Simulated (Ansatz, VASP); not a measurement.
## SrTl3: VASP beside Ansatz

```xyz
4
Lattice="5.0124 0.0000 0.0000 0.0000 5.0124 0.0000 0.0000 0.0000 5.0124" Properties=species:S:1:pos:R:3 pbc="T T T"
Sr    0.0000    0.0000    0.0000
Tl    0.0000    2.5062    2.5062
Tl    2.5062    0.0000    2.5062
Tl    2.5062    2.5062    0.0000
```

Alike in both runs: task relaxation of cell and atoms; functional LDA; k mesh 8 × 8 × 8; occupations gaussian, width 0.1 eV; no spin polarisation.

```csv
,VASP,Ansatz
version,VASP 6.6.1,Ansatz 0.2.0
potentials or method,"VASP PAW LDA potentials, release 64 (Sr_sv, Tl_d)","scalar-relativistic, plane waves, PAW"
plane-wave cutoff (eV),600,420
valence electrons in the cell,49,49
```

|  | VASP | Ansatz | Ansatz less VASP |
| --- | --- | --- | --- |
| gap on the k mesh at the Fermi level, each at its own relaxed structure (eV) | none | none | - |
| relaxed volume (Å³/atom) | 27.68 | 27.57 | -0.112 |
| relaxed cell length with the largest relative difference (Å) | 4.802 | 4.795 | -0.0065 |
| energy change over the relaxation (meV/atom) | -52 | -55 | -2.7 |

A gap of «none» marks a metal or a gap that the smearing closes.

Spin-orbit coupling is left out, which matters for the levels of Tl.
